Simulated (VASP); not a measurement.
```yaml
crystal:
  lattice:
    - [0.00000, 2.97393, 2.97393]
    - [2.97393, 0.00000, 2.97393]
    - [2.97393, 2.97393, 0.00000]
  atoms:
    - { symbol: Sn, position: [0.00000, 0.00000, 0.00000] }
    - { symbol: Se, position: [0.50000, 0.50000, 0.50000] }
```

Level of theory: PBEsol GGA, VASP's PBE PAW potentials (set 64) (plane waves; VASP). Settings: 400 eV cut-off, 9×9×9 Γ-centred mesh, tetrahedra with Blöchl corrections, potentials Sn_d Se.

The job: SnSe (space group Fm-3m), 2 atoms, PBEsol, static run, 400 eV, 9×9×9 Γ-centred mesh. Roughly how much core time does it take on a busy server core?

About 8 core-seconds (one run on a shared machine, a rough figure). It had 35 irreducible k-points, 14 bands, up to 969 plane waves and 12 electronic steps.

The structure comes from a computed database's SnSe entry (Fm-3m); how it stands against other phases isn't given here. It was relaxed first.
